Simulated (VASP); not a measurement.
A convergence study with VASP on CaO (rock salt): one setting is varied, all else stays as given below, so the limit is that of these other settings.

```
CELL_PARAMETERS angstrom
      0.00000     2.40500     2.40500
      2.40500     0.00000     2.40500
      2.40500     2.40500     0.00000
ATOMIC_POSITIONS crystal
  Ca 0.00000 0.00000 0.00000
  O  0.50000 0.50000 0.50000
```

Level of theory: PBEsol GGA, VASP's PBE PAW potentials (set 64) (plane waves; VASP). The tightest run used: 700 eV cut-off, 15×15×15 Monkhorst-Pack mesh, Gaussian smearing of 0.050 eV, potentials Ca_sv O.

```tsv
setting	E (eV/atom)	pressure (GPa)	irreducible k-points
1×1×1 mesh	-2.1758	49.71	1
2×2×2 mesh	-6.7446	-3.45	2
3×3×3 mesh	-6.6895	-2.19	4
```

These are the cheaper rows. Estimate the results at 15×15×15 mesh, and how far the last row shown lies from them.

```csv
quantity,tightest run,last row shown is off by
E (eV/atom),-6.7059,0.0163
pressure (GPa),-2.44,0.25
```

Left out are rungs that failed or repeat a setting and relaxations that didn't move; long series are thinned to 24 rows.

The compound is CaO in the rock salt structure. The cell was not relaxed at this level.
